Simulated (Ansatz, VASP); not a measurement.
## Two plane-wave programs on HfAlO

```
Hf Al O
1.0
     3.94812    0.00000    0.00000
     0.00000    3.94812    0.00000
     0.00000    0.00000    5.81734
Hf Al O
2 2 2
Direct
  0.50000 0.50000 0.25000
  0.50000 0.50000 0.75000
  0.00000 0.00000 0.75000
  0.00000 0.00000 0.25000
  0.00000 0.50000 0.00000
  0.50000 0.00000 0.50000
```

Alike in both runs: functional PBE; k mesh 6 × 6 × 4; occupations gaussian, width 0.1 eV; no spin polarisation.

Ansatz relaxed the structure, and its values are those at the end. VASP's run is a single point on that final structure, the one shown.

|  | VASP | Ansatz |
| --- | --- | --- |
| version | VASP 6.6.1 | Ansatz 0.2.0 |
| potentials or method | VASP PAW PBE potentials, release 64 (Hf_pv, Al, O) | scalar-relativistic, plane waves, PAW |
| plane-wave cutoff (eV) | 520 | 420 |
| valence electrons in the cell | 38 | 70 |

```tsv
	VASP	Ansatz	Ansatz less VASP
gap on the k mesh at the Fermi level (eV)	none	none	-
pressure (GPa)	-0.5	0.2	+0.67
```

A gap of «none» marks a metal or a gap that the smearing closes. The two sets of potentials don't hold the same shells in valence.

Spin-orbit coupling is left out, which matters for the levels of Hf.
